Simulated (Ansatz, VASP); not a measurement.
**Cross-check of PtC between VASP and Ansatz**

Wanted: the spread between two codes on one cell, functional and k mesh. The cell is generated by rule, not measured, and may not be a known phase. The cell is taken from a series of runs on this material, whose earlier steps may have relaxed, scaled, displaced or heated it; both programs get it as it stands.

Method: plane waves, with VASP 6.6.1 beside it; LDA, in Ansatz 0.2.0.

## Step 1: The starting structure

Symmetry: Pmc2_1, No. 26, orthorhombic system. The conventional cell has a = 2.999 Å, b = 5.679 Å, c = 5.570 Å, α = 90.00°, β = 90.00°, γ = 90.00°. Pt has 4 C at 2.01 to 2.16 Å nearest. Pt has 4 C at 1.99 to 2.09 Å nearest. Nearest to C lie 4 Pt at 2.00 to 2.16 Å. C has 4 Pt at 1.99 to 2.09 Å nearest. Farther neighbours are not listed.

## Step 2: VASP: relaxation of cell and atoms, LDA, pair 1

The relaxed volume is the usual yardstick between codes: in a stiff, nearly cubic crystal its relative difference is about their pressure difference at one cell divided by the bulk modulus.

Lines of VASP's logs that name or quote its potential files are left out, and so is its time.

Contents of INCAR:

```
SYSTEM = PtC
PREC = Accurate
ENCUT = 600
EDIFF = 1E-07
NELM = 120
ISMEAR = 1
SIGMA = 0.15
LREAL = .FALSE.
ALGO = Normal
GGA = PW92
NBANDS = 36
LASPH = .TRUE.
LORBIT = 11
LWAVE = .FALSE.
LCHARG = .FALSE.
ISIF = 3
IBRION = 2
NSW = 80
EDIFFG = -0.005
GGA_COMPAT = .FALSE.
NELMIN = 4
KPAR = 2
```

Contents of POSCAR:

```
PtC
1.0
    2.9989820000      0.0000000000      0.0000000000
    0.0000000000      5.6786860000      0.0000000000
    0.0000000000      0.0000000000      5.5701000000
Pt C
4 4
Direct
    0.0000000000      0.2752760058      0.0420477191
    0.5000000000      0.8313213655      0.9697719969
    0.5000000000      0.1686786345      0.4697719969
    0.0000000000      0.7247239942      0.5420477191
    0.0000000000      0.3947062754      0.4109875047
    0.5000000000      0.8282295412      0.3271930486
    0.5000000000      0.1717704589      0.8271930486
    0.0000000000      0.6052937246      0.9109875047
```

Contents of KPOINTS:

```
Automatic mesh
0
Gamma
10 6 6
0 0 0
```

The projector-augmented-wave data sets are Pt and C (LDA family, release 64).

The run is started by

```
$ mpirun -np 2 vasp_std
```

Numbers of over 12 decimals in the logs are rounded to 6 here.

Output:

```text
[banner, memory and clock lines left out]
running    2 mpi-ranks, on    1 nodes
 distrk:  each k-point on    1 cores,    2 groups
 distr:  one band on    1 cores,    1 groups

 POSCAR found type information on POSCAR PtC
 POSCAR found :  2 types and       8 ions
|                                                                             |
|               ----> ADVICE to this user running VASP <----                  |
|                                                                             |
|     You enforced a specific xc type in the INCAR file but a different       |
|     [... a line on the potential file left out ...]
|     I HOPE YOU KNOW WHAT YOU ARE DOING!                                     |
|                                                                             |

 LDA part: xc-table for (Slater(with rela. corr.)+PW92), standard interpolation
 POSCAR, INCAR and KPOINTS ok, starting setup
 FFT: planning ... GRIDC
 FFT: planning ... GRID_SOFT
 FFT: planning ... GRID
 WAVECAR not read
 entering main loop
       N       E                     dE             d eps       ncg     rms          rms(c)
DAV:   1     0.351344196410E+03    0.35134E+03   -0.31291E+04  6912   0.168E+03
DAV:   2    -0.498487483406E+02   -0.40119E+03   -0.38610E+03  7864   0.341E+02
DAV:   3    -0.725976661321E+02   -0.22749E+02   -0.22157E+02  8124   0.751E+01
DAV:   4    -0.731750389381E+02   -0.57737E+00   -0.57414E+00  8356   0.125E+01
DAV:   5    -0.731849422963E+02   -0.99034E-02   -0.98982E-02  7992   0.162E+00    0.468E+01
DAV:   6    -0.649873918194E+02    0.81976E+01   -0.52391E+01  8080   0.480E+01    0.184E+01
DAV:   7    -0.636483462383E+02    0.13390E+01   -0.10316E+01  7360   0.213E+01    0.112E+01
DAV:   8    -0.635421766101E+02    0.10617E+00   -0.11355E+00  7384   0.547E+00    0.376E+00
DAV:   9    -0.634764890567E+02    0.65688E-01   -0.17824E-01  7656   0.325E+00    0.989E-01
DAV:  10    -0.634730428364E+02    0.34462E-02   -0.38248E-02  7476   0.133E+00    0.445E-01
DAV:  11    -0.634730448167E+02   -0.19803E-05   -0.24315E-03  8116   0.294E-01    0.247E-01
DAV:  12    -0.634730658570E+02   -0.21040E-04   -0.32836E-04  7904   0.124E-01    0.121E-01
DAV:  13    -0.634730350502E+02    0.30807E-04   -0.10772E-04  7780   0.636E-02    0.135E-02
DAV:  14    -0.634730343185E+02    0.73168E-06   -0.67252E-06  8056   0.151E-02    0.495E-03
DAV:  15    -0.634730339767E+02    0.34186E-06   -0.15257E-06  7696   0.653E-03    0.182E-03
DAV:  16    -0.634730339791E+02   -0.24293E-08   -0.18373E-07  3944   0.225E-03
   1 F= -.63473034E+02 E0= -.63472528E+02  d E =-.634730E+02
[...]
2 F= -.63469921E+02 E0= -.63469449E+02  d E =0.311346E-02
[...]
3 F= -.63473887E+02 E0= -.63473392E+02  d E =-.853177E-03
[...]
4 F= -.63473887E+02 E0= -.63473392E+02  d E =-.853010E-03
[...]
5 F= -.63473920E+02 E0= -.63473426E+02  d E =-.332208E-04
[...]
6 F= -.63473923E+02 E0= -.63473429E+02  d E =-.363878E-04
 curvature:  -0.61 expect dE=-0.124E-04 dE for cont linesearch -0.431E-11
 trial: gam= 0.33347 g(F)=  0.128E-04 g(S)=  0.741E-05 ort = 0.204E-07 (trialstep = 0.936E+00)
 search vector abs. value=  0.268E-04
 bond charge predicted
       N       E                     dE             d eps       ncg     rms          rms(c)
DAV:   1    -0.634739501475E+02   -0.26769E-04   -0.36488E-03  6912   0.300E-01    0.299E-02
DAV:   2    -0.634739415624E+02    0.85852E-05   -0.90752E-05  8076   0.582E-02    0.153E-02
DAV:   3    -0.634739385064E+02    0.30559E-05   -0.88077E-06  7856   0.187E-02    0.730E-03
DAV:   4    -0.634739375621E+02    0.94436E-06   -0.31656E-06  7976   0.111E-02    0.326E-03
DAV:   5    -0.634739375066E+02    0.55429E-07   -0.44972E-07  6792   0.536E-03
   7 F= -.63473938E+02 E0= -.63473448E+02  d E =-.141302E-04
 trial-energy change:   -0.000014  1 .order   -0.000006   -0.000019    0.000008
 step:   0.8360(harm=  0.6637)  dis= 0.00028  next Energy=   -63.473938 (dE=-0.145E-04)
 reached required accuracy - stopping structural energy minimisation
```

Parts of OUTCAR (step 2):

```text
ion  position               nearest neighbor table
   1  0.000  0.275  0.042-   7 2.01   7 2.01   8 2.01   5 2.16   3 2.88   3 2.88   2 2.96   2 2.96

  LATTYP: Found a simple orthorhombic cell.
 ALAT       =     2.9989820000
 B/A-ratio  =     1.8573302541
 C/A-ratio  =     1.8935378739

 Subroutine GETGRP returns: Found  4 space group operations
 (whereof  2 operations were pure point group operations)

The static configuration has the point symmetry C_1h.
 The point group associated with its full space group is C_2v.

 Found     96 irreducible k-points:

   k-points           NKPTS =     96   k-points in BZ     NKDIM =     96   number of bands    NBANDS=     36

   dimension x,y,z NGX =    24 NGY =   48 NGZ =   48
   dimension x,y,z NGXF=    48 NGYF=   96 NGZF=   96

   ENCUT  =  600.0 eV  44.10 Ry    6.64 a.u.   5.99 11.34 11.12*2*pi/ulx,y,z

   NELECT =      56.0000    total number of electrons

 k-points in reciprocal lattice and weights: Automatic mesh
   0.00000000  0.00000000  0.00000000       0.003
   0.10000000  0.00000000  0.00000000       0.006
   0.20000000  0.00000000  0.00000000       0.006
   0.30000000  0.00000000  0.00000000       0.006
   0.40000000  0.00000000  0.00000000       0.006
   0.50000000  0.00000000  0.00000000       0.003
   0.00000000  0.16666667  0.00000000       0.006
   0.10000000  0.16666667  0.00000000       0.011
   0.20000000  0.16666667  0.00000000       0.011
[...]
0.40000000  0.50000000  0.50000000       0.006
   0.50000000  0.50000000  0.50000000       0.003

 average (electrostatic) potential at core
       1 -65.9399       2 -66.2133       3 -66.2133       4 -65.9399       5 -50.7712
       6 -50.8431       7 -50.8431       8 -50.7712

 E-fermi :   9.5206

 k-point     1 :       0.0000    0.0000    0.0000
  band No.  band energies     occupation
    ...
     24       6.8806      2.00000
     25       6.9644      2.00000
     26       6.9969      2.00000
     27       7.3311      2.00000
     28       8.1867      2.00000
     29      10.0917     -0.00000
     30      11.8637     -0.00000
     31      12.5551      0.00000
     32      12.6567      0.00000
     33      12.7341      0.00000
    ...

 k-point     2 :       0.1000    0.0000    0.0000
  band No.  band energies     occupation
    ...
     24       6.7892      2.00000
     25       6.8756      2.00000
     26       7.0546      2.00000
     27       7.8808      2.00000
     28       8.4263      2.00000
     29      10.1091     -0.00000
     30      11.7767     -0.00000
     31      12.3936     -0.00000
     32      12.4673     -0.00000
     33      12.6054      0.00000
    ...

 k-point     3 :       0.2000    0.0000    0.0000
  band No.  band energies     occupation
    ...
     24       6.5689      2.00000
     25       7.1620      2.00000
     26       7.3269      2.00000
     27       8.7012      2.00000
     28       8.9968      2.00001
     29      10.1656     -0.00000
     30      11.4882     -0.00000
     31      11.9535     -0.00000
     32      11.9705     -0.00000
     33      12.3081     -0.00000
    ...

  Total       -0.0077284     -0.0142765     -0.0291289      0.0000000      0.0000000      0.0000000
  in kB       -0.1301895     -0.2404962     -0.4906919      0.0000000      0.0000000      0.0000000
  external PRESSURE =      -0.2871259 kB  Pullay stress =       0.0000000 kB

  energy-cutoff  :      600.00
  volume of cell :       95.11
      direct lattice vectors                 reciprocal lattice vectors
     3.000651528  0.000000000  0.000000000     0.333260957  0.000000000  0.000000000
     0.000000000  5.684699634  0.000000000     0.000000000  0.175910789  0.000000000
     0.000000000  0.000000000  5.575735260     0.000000000  0.000000000  0.179348544

 POSITION                                       TOTAL-FORCE (eV/Angst)
 -----------------------------------------------------------------------------------
      0.00000      1.56453      0.23619         0.000000     -0.000595     -0.001379
      1.50033      4.72627      5.40685         0.000000     -0.001450      0.002654
      1.50033      0.95843      2.61899         0.000000      0.001450      0.002654
      0.00000      4.12017      3.02406         0.000000      0.000595     -0.001379
      0.00000      2.24565      2.29136         0.000000     -0.001057      0.000089
      1.50033      4.70736      1.82314         0.000000      0.001973     -0.001363
      1.50033      0.97734      4.61101         0.000000     -0.001973     -0.001363
      0.00000      3.43905      5.07922         0.000000      0.001057      0.000089
 -----------------------------------------------------------------------------------
    total drift:                                0.000000     -0.000000     -0.000298

  FREE ENERGIE OF THE ION-ELECTRON SYSTEM (eV)
  ---------------------------------------------------
  free  energy   TOTEN  =       -63.4739375066 eV

  energy  without entropy=      -63.4724682663  energy(sigma->0) =      -63.47344776

 reached required accuracy - stopping structural energy minimisation

 total charge
# of ion       s       p       d       tot
------------------------------------------
    1        0.757   0.875   8.087   9.718
    2        0.784   0.899   8.090   9.773
    3        0.784   0.899   8.090   9.773
    4        0.757   0.875   8.087   9.718
    5        0.877   1.404   0.000   2.281
    6        0.873   1.427   0.000   2.300
    7        0.873   1.427   0.000   2.300
    8        0.877   1.404   0.000   2.281
--------------------------------------------------
tot          6.582   9.210  32.353  48.146

[... 3 further parts left out ...]
```

CONTCAR:

```
PtC
   1.00000000000000
     3.0006515284022490    0.0000000000000000    0.0000000000000000
     0.0000000000000000    5.6846996338721878    0.0000000000000000
     0.0000000000000000    0.0000000000000000    5.5757352598126797
  Pt              C
     4     4
Direct
     0.0000000000000000    0.2752179999347606    0.0423603527247290
     0.5000000000000000    0.8314019359248755    0.9697112067641829
     0.5000000000000000    0.1685980640751245    0.4697112067641828
     0.0000000000000000    0.7247820000652394    0.5423603527247290
     0.0000000000000000    0.3950343021454665    0.4109515286865130
     0.5000000000000000    0.8280758199356946    0.3269771811245779
     0.5000000000000000    0.1719241801643072    0.8269771811245780
     0.0000000000000000    0.6049656978545335    0.9109515286865131
```

[end of part 1 of 3]

[Lines on the potential files, build, host, timing and source positions are cut from VASP's logs without a mark.]

[Logs are printed without paths, hosts, clocks, repeated set-up lines and the standing remarks that a program may print on its own settings, such as how far it seeks lower states.]

[Hosts, paths, dates, database ids (printed as entryN), source tags and the programs' standing remarks are cut or masked in the printed files.]
